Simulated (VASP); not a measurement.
Computed with optB86b-vdW, VASP's PBE PAW potentials (set 64) (plane waves; VASP 6.6.1).

A VASP calculation is set up with these files.

**INCAR**
```
SYSTEM = InP
PREC = Accurate
ENCUT = 520
EDIFF = 1E-6
NELM = 100
ALGO = Normal
LREAL = .FALSE.
LASPH = .TRUE.
ISMEAR = 0
SIGMA = 0.05
GGA = MK
PARAM1 = 0.1234
PARAM2 = 1.0
LUSE_VDW = .TRUE.
AGGAC = 0.0
LMAXMIX = 4
LWAVE = .FALSE.
LCHARG = .FALSE.
IBRION = 2
ISIF = 3
NSW = 60
EDIFFG = -0.01
```

**POSCAR**
```
InP
1
    0.0000000000     2.9601849700     2.9601849700
    2.9601849700     0.0000000000     2.9601849700
    2.9601849700     2.9601849700    -0.0000000000
In P
1 1
Direct
  0.0000000000   0.0000000000   0.0000000000
  0.2500000000   0.2500000000   0.2500000000
```

### KPOINTS
```
Automatic mesh
0
G
7 7 7
0 0 0
```

POTCAR, in this order: In_d P (PBE.64 set). Program: vasp_std.

Unless said otherwise, spin-orbit coupling is left out, though it shifts the bands of the heavy elements here.

**Question.** Predict the energy per atom (σ→0), band gap (on the k-mesh).

**Answer.** 
| Property | Value |
|---|---|
| energy per atom (σ→0) | -1.995 eV/atom |
| band gap (on the k-mesh) | 0.46 eV |

**OSZICAR**
```
...
DAV:   7    -0.399007435508E+01    0.21826E-01   -0.17985E-01   705   0.362E+00    0.116E+00
DAV:   8    -0.398993895438E+01    0.13540E-03   -0.14482E-02   652   0.174E+00    0.328E-01
DAV:   9    -0.399037958051E+01   -0.44063E-03   -0.19992E-03   631   0.713E-01    0.178E-01
DAV:  10    -0.399041182516E+01   -0.32245E-04   -0.19693E-04   692   0.118E-01    0.123E-01
DAV:  11    -0.399044656022E+01   -0.34735E-04   -0.36266E-05   576   0.506E-02    0.279E-02
DAV:  12    -0.399045083427E+01   -0.42740E-05   -0.21631E-05   638   0.918E-02    0.151E-02
DAV:  13    -0.399045092584E+01   -0.91577E-07   -0.95778E-07   380   0.104E-02
   1 F= -.39904509E+01 E0= -.39904509E+01  d E =-.399045E+01
```

The compound is InP in the zinc blende structure. It was relaxed first. The start is the result of an earlier pass.
